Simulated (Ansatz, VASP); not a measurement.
# Cross-check of Nb2NO2 between VASP and Ansatz, part 2 of 2

Wanted: the spread between two codes on one cell, functional and k mesh. The structure shown is the start of the Ansatz relaxation below; VASP solves that cell, so the two are compared at the walk's first step.

VASP 6.6.1 and Ansatz 0.2.0.

So far. Step 4 (Comparison): The forces differ by 7.6 meV/Å r.m.s., which is 1.7 % of the r.m.s. force of 0.457 eV/Å (both taken over all components). With vacuum in the cell, a pressure given here is an average over mostly empty space and none of the material.

## Step 5: Ansatz: relaxation, PBEsol

Level of this step: Ansatz beside VASP: Kohn-Sham DFT, plane waves, PBEsol (Ansatz).

The two programs are compared at the cell with which this relaxation starts, whose forces are those of its first step.

The structure compared here is the start of the Ansatz relaxation; VASP solves that cell, so the two are compared at the walk's first step.

The input, input.yaml:

```yaml
crystal:
  lattice:
    - [3.0977759094, 0.0, 0.0]
    - [-1.5488879547, 2.6827526328, 0.0]
    - [0.0, 0.0, 32.6]
  atoms:
    - { symbol: "N", position: [0.0, 0.0, 0.3067484663] }
    - { symbol: Nb, position: [0.3333333333, 0.6666666667, 0.3434259499] }
    - { symbol: Nb, position: [0.6666666667, 0.3333333333, 0.2700709826] }
    - { symbol: O, position: [0.6666666667, 0.3333333333, 0.376265808] }
    - { symbol: O, position: [0.3333333333, 0.6666666667, 0.2372311245] }
  periodic: [true, true, false]
kpoints:
  mp_grid: { grid: [15, 15, 1] }
hamiltonian:
  xc: pbesol
  pseudopotentials: { kind: paw, azcp: { folder: soft_1 }, xc_functional: pbe }
scf:
  occupations: { method: gaussian, width: 0.1 }
output:
  forces: true
  stress: true
  eigenvalues: true
  write_density: true
  write_potential: true
  elf: true
  volumetric_format: npy
relax:
  adjacent_minimum: "off"
  f_tol: 0.005
  max_steps: 80
  cell: { stress_2d_tol: 0.02 }
```

Launch:

```sh
ansatz run input.yaml --threads 4 --pin off --max-ram 16384MiB --backend cpu --events-out ev --progress --plain --runs-dir out
```

Numbers of over 12 decimals in the logs are rounded to 6 here.

The log of the run:

```text
[...]
Crystal: 5 atoms, lattice volume = 270.924 Å³
Basis set: ecut = 420 eV, 5257 PW (Γ), exchange–correlation on 48×48×450 points (8 copies of the dense FFT grid, shifted against one another)
Bands: 27, of which v1, the nominal top of the filled ones, is band 22 counted from 1 (21 counted from 0)
Symmetry: 12 space group operations
[...]
k-points: 27 of 225
[...]
cell:  # Å, volume = 271.2172 Å³
    - [3.099449, 0.0, 0]
    - [-1.549725, 2.684202, 0]
    - [0, 0, 32.6]
  atoms:
    - { symbol: N, position: [0, 0.0, 0.30674846626] }
    - { symbol: Nb, position: [0.333333, 0.666667, 0.343378] }
    - { symbol: Nb, position: [0.666667, 0.333333, 0.270119] }
    - { symbol: O, position: [0.666667, 0.333333, 0.376162] }
    - { symbol: O, position: [0.333333, 0.666667, 0.237335] }
[key lines of the parts left out:]
SCF converged after 5 iterations
Free energy (F): -10495.735894 eV
Fermi energy:    -5.669233 eV
P = ½ c Tr σ = 0.0156 N/m
```

## Step 6: VASP: single point, PBEsol, start cell, pair 2

The same cell, functional, mesh and smearing now go to VASP, with its own data sets.

The input, INCAR:

```
SYSTEM = Nb2NO2
PREC = Accurate
ENCUT = 520
EDIFF = 1E-06
NELM = 120
ISMEAR = 0
SIGMA = 0.1
LREAL = .FALSE.
ALGO = Normal
GGA = PS
NBANDS = 27
LASPH = .TRUE.
LORBIT = 11
LWAVE = .FALSE.
LCHARG = .FALSE.
ISIF = 2
LDIPOL = .TRUE.
IDIPOL = 3
DIPOL = 0.5 0.5 0.307
LVHAR = .TRUE.
GGA_COMPAT = .FALSE.
NELMDL = -8
KPAR = 2
```

The input, POSCAR:

```
Nb2NO2
1.0
    3.0977760000      0.0000000000      0.0000000000
   -1.5488880000      2.6827530000      0.0000000000
    0.0000000000      0.0000000000     32.6000000000
N Nb O
1 2 2
Direct
    0.0000000000      0.0000000000      0.3067484663
    0.3333333333      0.6666666667      0.3434259509
    0.6666666667      0.3333333333      0.2700709816
    0.6666666667      0.3333333333      0.3762657975
    0.3333333333      0.6666666667      0.2372311350
```

The input, KPOINTS:

```
Automatic mesh
0
Gamma
15 15 1
0 0 0
```

The projector-augmented-wave data sets are N, Nb_sv and O (PBE family, release 64).

Launch:

```sh
mpirun -np 2 vasp_std
```

The log of the run:

```text
[banner, memory and clock lines left out]
running    2 mpi-ranks, on    1 nodes
[...]
[... a notice as in an earlier step ...]

 LDA part: xc-table for (Slater+PW92), standard interpolation
 POSCAR, INCAR and KPOINTS ok, starting setup
[...]
entering main loop
       N       E                     dE             d eps       ncg     rms          rms(c)
DAV:   1     0.453086504136E+03    0.45309E+03   -0.21816E+04  1842   0.130E+03
DAV:   2     0.248880952495E+01   -0.45060E+03   -0.44167E+03  1980   0.446E+02
DAV:   3    -0.557423380451E+02   -0.58231E+02   -0.57757E+02  2305   0.145E+02
DAV:   4    -0.588964298553E+02   -0.31541E+01   -0.31207E+01  2433   0.355E+01
[...]
DAV:  23    -0.506925878573E+02   -0.14060E-04   -0.58832E-07  1076   0.479E-03    0.568E-04
DAV:  24    -0.506925952151E+02   -0.73578E-05   -0.43458E-07  1089   0.384E-03    0.387E-04
DAV:  25    -0.506925960363E+02   -0.82113E-06   -0.94811E-08   948   0.242E-03
   1 F= -.50692596E+02 E0= -.50690056E+02  d E =-.508001E-02
```

Parts of OUTCAR (step 6):

```text
  Total       -0.0657061     -0.0657061     -0.2709736     -0.0000000     -0.0000000     -0.0000000
  in kB       -0.3885688     -0.3885688     -1.6024677     -0.0000000     -0.0000000     -0.0000000
  external PRESSURE =      -0.7932018 kB  Pullay stress =       0.0000000 kB

 POSITION                                       TOTAL-FORCE (eV/Angst)
 -----------------------------------------------------------------------------------
      0.00000      0.00000     10.00000         0.000000     -0.000000     -0.000000
     -0.00000      1.78850     11.19569         0.000000      0.000000     -0.008008
      1.54889      0.89425      8.80431         0.000000      0.000000      0.008008
      1.54889      0.89425     12.26626         0.000000     -0.000000     -0.036285
     -0.00000      1.78850      7.73374        -0.000000     -0.000000      0.036285
 -----------------------------------------------------------------------------------
    total drift:                                0.000000     -0.000000      0.000102

  FREE ENERGIE OF THE ION-ELECTRON SYSTEM (eV)
  ---------------------------------------------------
  free  energy   TOTEN  =       -50.6925960363 eV

  energy  without entropy=      -50.6875160254  energy(sigma->0) =      -50.69005603

[... 3 further parts left out ...]
[key lines of the parts left out:]
E-fermi :  -2.4395
```

The run ends at a pressure of -0.08 GPa, with forces up to 0.036 eV/Å.

## Step 7: Differences

What differs besides the data sets and the points named for the pairs above, as far as they apply: the cutoff is 420 eV in Ansatz and 520 eV in VASP. Total energies have different zeros and are not compared.

At this near-relaxed geometry the largest component of a force difference is 16 meV/Å. With vacuum in the cell, a pressure given here is an average over mostly empty space and none of the material.

## Step 8: Summary of results

```yaml
r_m_s_force_difference_single_point_pbesol_start_cell_pair_1: 1.7 % of the r.m.s. force
r_m_s_force_difference_single_point_pbesol_start_cell_pair_2: 5.8 meV/Å
```

The r.m.s. force difference is 1.7 % of the r.m.s. force (single point, PBEsol, start cell, pair 1), within the 3 % picked in this series as the mark of a large difference. 1 further run of this series is not shown here. How closely two codes agree says nothing of how well the functional describes the real material.

[Lines on the potential files, build, host, timing and source positions are cut from VASP's logs without a mark.]

[Logs are printed without paths, hosts, clocks, repeated set-up lines and the standing remarks that a program may print on its own settings, such as how far it seeks lower states.]

[Hosts, paths, dates, database ids (printed as entryN), source tags and the programs' standing remarks are cut or masked in the printed files.]
